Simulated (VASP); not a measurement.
Runs of VASP 6.6.1 on V. The cell holds a slab with vacuum, 8 atoms: a = 3.026 Å, b = 3.026 Å, c = 25.591 Å, α = 90.00°, β = 90.00°, γ = 90.00°. The slab is cut from a database's or a generator's crystal, which needn't be the stable form of the element.

```tsv
task	level	spin	cell	k mesh	gap on the mesh (eV)	moment (μB)	largest force (eV/Å)	work function (eV)
work function	revPBE	collinear, ferromagnetic start	as given	7 × 7 × 1	none	0.61	0.96	3.57
work function	PBEsol	collinear, ferromagnetic start	as given	7 × 7 × 1	none	0.06	(b)	3.94
single point	PBE	collinear, ferromagnetic start	the (1 0 0) slab of V, cut from the database cell, not relaxed	9 × 9 × 1	none	(a)	1.19	3.80
work function	PBE	collinear, ferromagnetic start	as given	7 × 7 × 1	none	0.33	1.21	3.77
single point	PBE	collinear, antiferromagnetic start	as given	7 × 7 × 1	none	0.00	1.21	-
```

Alike in all rows: potentials or basis VASP PAW PBE potentials, release 64 (V_sv); cutoff (eV) 520; smearing fermi-dirac 0.05 eV.

**Question.** Estimate the missing entries.

**Answer.** (a) 0.36; (b) 1.59.

Caveats: the PAW data sets were made with another functional, which shifts forces and pressure a little (some runs).

A k mesh can miss the band edges.

A gap of «none» marks a metal or a gap under the smearing width.

Not every run made on this cell is shown here.
